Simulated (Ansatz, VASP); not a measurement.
# LiPtF3: VASP beside Ansatz, part 2 of 2

Wanted: the spread between two codes on one cell, functional and k mesh. The cell is generated by rule, not measured, and may not be a known phase. The cell is taken from a series of runs on this material, whose earlier steps may have relaxed, scaled, displaced or heated it; both programs get it as it stands.

VASP 6.6.1 and Ansatz 0.2.0.

So far: Set-up; Ansatz: zone-centre phonons, LDA; VASP: zone-centre phonons, LDA.

## Step 3: VASP: zone-centre phonons, LDA (continued)

Level of this step: LDA; plane waves and PAW (Li_sv, Pt, F); invented cell (VASP).

Numbers of over 12 decimals in the logs are rounded to 6 here.

Parts of OUTCAR (step 3):

```text
ion  position               nearest neighbor table
   1  0.327  0.327  0.327-   3 1.87   4 1.87   5 1.87   2 2.61
   2  0.022  0.022  0.022-   5 2.12   4 2.12   3 2.12   5 2.15   3 2.15   4 2.15   1 2.61
   3  0.519  0.040  0.040-   1 1.87   2 2.12   2 2.15
   4  0.040  0.519  0.040-   1 1.87   2 2.12   2 2.15
   5  0.040  0.040  0.519-   1 1.87   2 2.12   2 2.15

  LATTYP: Found a trigonal (rhomboedric) cell.
 ALAT       =     4.2647494764
 COS(alpha) =     0.1677587195

 Subroutine GETGRP returns: Found  6 space group operations
 (whereof  6 operations were pure point group operations)

The static configuration has the point symmetry C_3v.

 Found     85 irreducible k-points:

   k-points           NKPTS =     85   k-points in BZ     NKDIM =     85   number of bands    NBANDS=     23

   dimension x,y,z NGX =    40 NGY =   40 NGZ =   40
   dimension x,y,z NGXF=    80 NGYF=   80 NGZF=   80

   ENCUT  =  750.0 eV  55.12 Ry    7.42 a.u.   9.52  9.52  9.52*2*pi/ulx,y,z

   NELECT =      34.0000    total number of electrons

 k-points in reciprocal lattice and weights: Automatic mesh
   0.00000000  0.00000000  0.00000000       0.001
   0.11111111  0.00000000  0.00000000       0.008
   0.22222222  0.00000000  0.00000000       0.008
   0.33333333  0.00000000  0.00000000       0.008
   0.44444444  0.00000000  0.00000000       0.008
   0.11111111  0.11111111  0.00000000       0.008
   0.22222222  0.11111111  0.00000000       0.016
   0.33333333  0.11111111  0.00000000       0.016
   0.44444444  0.11111111  0.00000000       0.016
[...]
-0.44444444  0.33333333  0.33333333       0.008
[...]
POSITION                                       TOTAL-FORCE (eV/Angst)
 -----------------------------------------------------------------------------------
      0.00000     -0.00000      2.79130         0.000000     -0.000000      0.013088
      0.00000     -0.00000      0.18525         0.000000      0.000000     -0.013486
      1.31676      0.76023      1.70276        -0.007086     -0.004091      0.000133
     -1.31676      0.76023      1.70276         0.007086     -0.004091      0.000133
      0.00000     -1.52046      1.70276         0.000000      0.008183      0.000133
 -----------------------------------------------------------------------------------
    total drift:                                0.000000     -0.000000      0.001541

 Eigenvectors and eigenvalues of the dynamical matrix
 ----------------------------------------------------

   1 f  =   15.038722 THz    94.491076 2PiTHz  501.637763 cm-1    62.195128 meV
             X         Y         Z           dx          dy          dz
      0.000000 -0.000000  2.791303    -0.000000   -0.000000    0.275415
      0.000000 -0.000000  0.185247     0.000000   -0.000000   -0.285305
      1.316759  0.760231  1.702759     0.405044    0.233852    0.249336
     -1.316759  0.760231  1.702759    -0.405044    0.233852    0.249336
      0.000000 -1.520463  1.702759    -0.000000   -0.467704    0.249336

   2 f  =   13.933118 THz    87.544361 2PiTHz  464.758782 cm-1    57.622719 meV
             X         Y         Z           dx          dy          dz
      0.000000 -0.000000  2.791303    -0.158878    0.000000   -0.000000
      0.000000 -0.000000  0.185247    -0.262789    0.000001    0.000000
      1.316759  0.760231  1.702759     0.481987    0.293640    0.366003
     -1.316759  0.760231  1.702759     0.481989   -0.293641   -0.366005
      0.000000 -1.520463  1.702759    -0.026612   -0.000002    0.000001

   3 f  =   13.933118 THz    87.544361 2PiTHz  464.758782 cm-1    57.622719 meV
             X         Y         Z           dx          dy          dz
      0.000000 -0.000000  2.791303    -0.000000   -0.158878   -0.000000
      0.000000 -0.000000  0.185247    -0.000001   -0.262789    0.000000
      1.316759  0.760231  1.702759     0.293642    0.142922    0.211314
     -1.316759  0.760231  1.702759    -0.293639    0.142921    0.211312
      0.000000 -1.520463  1.702759    -0.000000    0.651521   -0.422625

   4 f  =   12.306327 THz    77.322934 2PiTHz  410.494889 cm-1    50.894857 meV
             X         Y         Z           dx          dy          dz
      0.000000 -0.000000  2.791303    -0.000000   -0.000000   -0.851481
      0.000000 -0.000000  0.185247     0.000000    0.000000   -0.114836
      1.316759  0.760231  1.702759    -0.011719   -0.006766    0.295095
     -1.316759  0.760231  1.702759     0.011719   -0.006766    0.295095
      0.000000 -1.520463  1.702759     0.000000    0.013532    0.295095

   5 f  =   10.923185 THz    68.632395 2PiTHz  364.358227 cm-1    45.174642 meV
             X         Y         Z           dx          dy          dz
      0.000000 -0.000000  2.791303    -0.826786    0.000011   -0.000000
      0.000000 -0.000000  0.185247     0.089783   -0.000001   -0.000000
      1.316759  0.760231  1.702759     0.115207    0.082108   -0.365787
     -1.316759  0.760231  1.702759     0.115209   -0.082109    0.365793
      0.000000 -1.520463  1.702759    -0.027007   -0.000002   -0.000006

   6 f  =   10.923185 THz    68.632395 2PiTHz  364.358227 cm-1    45.174642 meV
             X         Y         Z           dx          dy          dz
      0.000000 -0.000000  2.791303     0.000011    0.826786   -0.000000
      0.000000 -0.000000  0.185247    -0.000001   -0.089783   -0.000000
      1.316759  0.760231  1.702759    -0.082110   -0.020399    0.211194
     -1.316759  0.760231  1.702759     0.082107   -0.020397    0.211184
      0.000000 -1.520463  1.702759     0.000000   -0.162614   -0.422378

   7 f  =    7.576154 THz    47.602377 2PiTHz  252.713282 cm-1    31.332440 meV
             X         Y         Z           dx          dy          dz
      0.000000 -0.000000  2.791303    -0.000000    0.000000   -0.414753
      0.000000 -0.000000  0.185247     0.000000   -0.000000    0.390714
      1.316759  0.760231  1.702759     0.292920    0.169117   -0.332724
     -1.316759  0.760231  1.702759    -0.292920    0.169117   -0.332724
      0.000000 -1.520463  1.702759     0.000000   -0.338235   -0.332724

   8 f  =    5.941539 THz    37.331792 2PiTHz  198.188416 cm-1    24.572221 meV
             X         Y         Z           dx          dy          dz
      0.000000 -0.000000  2.791303    -0.000011    0.271849    0.000000
      0.000000 -0.000000  0.185247    -0.000008    0.193051    0.000000
      1.316759  0.760231  1.702759     0.395948   -0.486054   -0.102391
     -1.316759  0.760231  1.702759    -0.395945   -0.486022   -0.102405
      0.000000 -1.520463  1.702759     0.000029    0.199761    0.204796

   9 f  =    5.941539 THz    37.331792 2PiTHz  198.188416 cm-1    24.572221 meV
             X         Y         Z           dx          dy          dz
      0.000000 -0.000000  2.791303    -0.271849   -0.000011    0.000000
      0.000000 -0.000000  0.185247    -0.193051   -0.000008   -0.000000
      1.316759  0.760231  1.702759     0.028822   -0.395927    0.177362
     -1.316759  0.760231  1.702759     0.028854    0.395966   -0.177354
      0.000000 -1.520463  1.702759     0.714638   -0.000008   -0.000008

  10 f  =    3.922734 THz    24.647265 2PiTHz  130.848325 cm-1    16.223117 meV
             X         Y         Z           dx          dy          dz
      0.000000 -0.000000  2.791303    -0.437549    0.000033    0.000000
      0.000000 -0.000000  0.185247     0.364418   -0.000027   -0.000000
      1.316759  0.760231  1.702759    -0.311039   -0.016079    0.448069
     -1.316759  0.760231  1.702759    -0.311041    0.016123   -0.448107
      0.000000 -1.520463  1.702759    -0.283152    0.000024    0.000039

  11 f  =    3.922734 THz    24.647265 2PiTHz  130.848325 cm-1    16.223117 meV
             X         Y         Z           dx          dy          dz
      0.000000 -0.000000  2.791303    -0.000033   -0.437549   -0.000000
      0.000000 -0.000000  0.185247     0.000027    0.364418    0.000000
      1.316759  0.760231  1.702759    -0.016124   -0.292449    0.258737
     -1.316759  0.760231  1.702759     0.016078   -0.292447    0.258670
      0.000000 -1.520463  1.702759    -0.000021   -0.320336   -0.517407

  12 f  =    3.067555 THz    19.274019 2PiTHz  102.322634 cm-1    12.686384 meV
             X         Y         Z           dx          dy          dz
      0.000000 -0.000000  2.791303     0.000000   -0.000000    0.000000
      0.000000 -0.000000  0.185247    -0.000000    0.000000    0.000000
      1.316759  0.760231  1.702759    -0.288675    0.500000    0.000000
     -1.316759  0.760231  1.702759    -0.288675   -0.500000   -0.000000
      0.000000 -1.520463  1.702759     0.577350    0.000000   -0.000000

  13 f/i=    0.005841 THz     0.036700 2PiTHz    0.194832 cm-1     0.024156 meV
             X         Y         Z           dx          dy          dz
      0.000000 -0.000000  2.791303     0.000000   -0.000000    0.164643
      0.000000 -0.000000  0.185247     0.000000   -0.000000    0.867615
      1.316759  0.760231  1.702759    -0.000268   -0.000155    0.270885
     -1.316759  0.760231  1.702759     0.000268   -0.000155    0.270885
      0.000000 -1.520463  1.702759     0.000000    0.000309    0.270885

  14 f/i=    0.038112 THz     0.239464 2PiTHz    1.271275 cm-1     0.157618 meV
             X         Y         Z           dx          dy          dz
      0.000000 -0.000000  2.791303    -0.146197   -0.066769   -0.000000
      0.000000 -0.000000  0.185247    -0.789233   -0.360449   -0.000000
      1.316759  0.760231  1.702759    -0.246242   -0.112245    0.000038
     -1.316759  0.760231  1.702759    -0.246986   -0.113874   -0.000022
      0.000000 -1.520463  1.702759    -0.248024   -0.112416   -0.000016

  15 f/i=    0.038112 THz     0.239464 2PiTHz    1.271275 cm-1     0.157618 meV
             X         Y         Z           dx          dy          dz
      0.000000 -0.000000  2.791303     0.066769   -0.146197   -0.000000
      0.000000 -0.000000  0.185247     0.360449   -0.789233   -0.000000
      1.316759  0.760231  1.702759     0.113445   -0.247926    0.000004
     -1.316759  0.760231  1.702759     0.111816   -0.247182    0.000031
      0.000000 -1.520463  1.702759     0.113274   -0.246143   -0.000034

 ELASTIC MODULI CONTR FROM IONIC RELAXATION (kBar)
 Direction    XX          YY          ZZ          XY          YZ          ZX
 --------------------------------------------------------------------------------
 XX        -168.3053    -16.5471    -74.3968     -0.0000     11.5592     -0.0000
 YY         -16.5471   -168.3053    -74.3968     -0.0000    -11.5592     -0.0000
 ZZ         -74.3968    -74.3968   -294.5212     -0.0000      0.0000     -0.0000
 XY          -0.0000     -0.0000     -0.0000    -75.8791     -0.0000      2.3479
 YZ          11.5592    -11.5592      0.0000      0.0000    -20.5409     -0.0000
 ZX          -0.0000     -0.0000     -0.0000      2.3479     -0.0000    -33.8497
 --------------------------------------------------------------------------------
```

## Step 4: Differences

Known differences besides the potentials themselves: the data sets hold 42 valence electrons in Ansatz (on its default PAW (the set named soft_2) files) and 34 in VASP; the cutoff is 420 eV in Ansatz and 750 eV in VASP; VASP's log shows a relativistic correction to its local exchange, Ansatz's none. Total energies have different zeros and are not compared.

Compared:

| quantity | Ansatz | VASP | difference |
| --- | --- | --- | --- |
| optical mode 1 (cm⁻¹) | 106.4 | 102.3 | +4.02 % |
| optical mode 2 to 3 (cm⁻¹) | 130.9 | 130.8 | +0.06 % |
| optical mode 4 to 5 (cm⁻¹) | 199.7 | 198.2 | +0.74 % |
| optical mode 6 (cm⁻¹) | 253.0 | 252.7 | +0.12 % |
| optical mode 7 to 8 (cm⁻¹) | 356.5 | 364.4 | -2.17 % |
| optical mode 9 (cm⁻¹) | 408.1 | 410.5 | -0.59 % |
| optical mode 10 to 11 (cm⁻¹) | 453.4 | 464.8 | -2.45 % |
| optical mode 12 (cm⁻¹) | 491.8 | 501.6 | -1.96 % |

Modes are paired by rising frequency, not by their patterns, so a pair may set unlike modes beside each other; they are those without the splitting of longitudinal modes.

## Step 5: Results

```
r.m.s. difference of the optical zone-centre modes, each program's sorted by frequency (zone-centre phonons, LDA) : 6.5 cm⁻¹
difference in optical mode 1 (zone-centre phonons, LDA)                                                           : +4.0 %
```

**Reading.** The r.m.s. difference of the optical zone-centre modes, each program's sorted by frequency is 6.5 cm⁻¹ (zone-centre phonons, LDA). The data sets hold unlike numbers of valence electrons (42 in Ansatz and 34 in VASP), so part of the differences comes from the potentials. Among the rows given in per cent, the largest difference of the zone-centre phonons, LDA pair is in optical mode 1, +4.0 %. How closely two codes agree says nothing of how well the functional describes the real material.

[Lines on the potential files, build, host, timing and source positions are cut from VASP's logs without a mark.]

[Logs are printed without paths, hosts, clocks, repeated set-up lines and the standing remarks that a program may print on its own settings, such as how far it seeks lower states.]

[Hosts, paths, dates, database ids (printed as entryN), source tags and the programs' standing remarks are cut or masked in the printed files.]
